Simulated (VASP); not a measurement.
A convergence study with VASP on SrTiO3 (cubic perovskite): a few settings are varied, all else stays as given below, so the limit is that of these other settings. The cell's lengths are 1 % over those of the tabulated start and one atom is moved, so it is off equilibrium.

```
CELL_PARAMETERS angstrom
      3.94405     0.00000     0.00000
      0.00000     3.94405     0.00000
      0.00000     0.00000     3.94405
ATOMIC_POSITIONS crystal
  Sr 0.00000 0.00000 0.00000
  Ti 0.50000 0.50000 0.50000
  O  0.50000 0.00000 0.50000
  O  0.00000 0.50000 0.50000
  O  0.51537 0.50000 0.00000
```

All values below come from PBEsol GGA, VASP's PBE PAW potentials (set 64) (plane waves; VASP). The last row used: ADDGRID = .TRUE., 600 eV cut-off, 6×6×6 Γ-centred mesh, Gaussian smearing of 0.050 eV, potentials Sr_sv Ti_sv O.

Gaps are read on the run's mesh, which can miss a band edge.

| setting | E (eV/atom) | pressure (GPa) | largest force (eV/Å) | gap on the mesh (eV) | plane waves |
|---|---|---|---|---|---|
| ADDGRID = unset, ENCUT = 300, PREC = Low | -8.4718 | -43.77 | 0.282 | 1.754 | 739 |
| ADDGRID = unset, ENCUT = 300, PREC = Normal | -8.4702 | -43.75 | 0.279 | 1.754 | 739 |
| ADDGRID = .TRUE., ENCUT = 300, PREC = Normal | -8.4702 | -43.78 | 0.279 | 1.754 | 739 |
| ADDGRID = .TRUE., ENCUT = 300, PREC = Accurate | -8.4682 | -43.82 | 0.278 | 1.754 | 739 |
| ADDGRID = unset, ENCUT = 400, PREC = Low | -8.4032 | -11.37 | 0.321 | 1.748 | 1141 |
| ADDGRID = unset, ENCUT = 400, PREC = Normal | -8.4018 | -11.37 | 0.317 | 1.748 | 1141 |
| ADDGRID = .TRUE., ENCUT = 400, PREC = Normal | -8.4017 | -11.37 | 0.318 | 1.748 | 1141 |
| ADDGRID = .TRUE., ENCUT = 400, PREC = Accurate | [?] | [?] | 0.318 | 1.748 | 1141 |
| ADDGRID = unset, ENCUT = 500, PREC = Low | -8.3948 | -6.40 | 0.316 | 1.744 | 1596 |
| ADDGRID = unset, ENCUT = 500, PREC = Normal | -8.3932 | -6.40 | 0.313 | 1.743 | 1596 |
| ADDGRID = .TRUE., ENCUT = 500, PREC = Normal | -8.3932 | -6.40 | 0.313 | 1.743 | 1596 |
| ADDGRID = .TRUE., ENCUT = 500, PREC = Accurate | -8.3932 | -6.40 | 0.313 | 1.743 | 1596 |
| ADDGRID = unset, ENCUT = 600, PREC = Low | [?] | [?] | 0.316 | 1.744 | 2103 |
| ADDGRID = unset, ENCUT = 600, PREC = Normal | -8.3944 | -6.45 | 0.313 | 1.744 | 2103 |
| ADDGRID = .TRUE., ENCUT = 600, PREC = Normal | -8.3944 | -6.45 | 0.313 | 1.744 | 2103 |
| ADDGRID = .TRUE., ENCUT = 600, PREC = Accurate | -8.3944 | -6.45 | 0.313 | 1.744 | 2103 |

Question: What belongs in the gaps?

Answer: 
- ADDGRID = .TRUE., ENCUT = 400, PREC = Accurate, E (eV/atom): -8.4009
- ADDGRID = .TRUE., ENCUT = 400, PREC = Accurate, pressure (GPa): -11.45
- ADDGRID = unset, ENCUT = 600, PREC = Low, E (eV/atom): -8.3960
- ADDGRID = unset, ENCUT = 600, PREC = Low, pressure (GPa): -6.44

Left out are rungs that failed or repeat a setting and relaxations that didn't move; long series are thinned to 24 rows.

The compound is SrTiO3 in the cubic perovskite structure, the ideal cubic form; the compound distorts at low or room temperature. The cell was not relaxed at this level, it is distorted from the ideal structure.
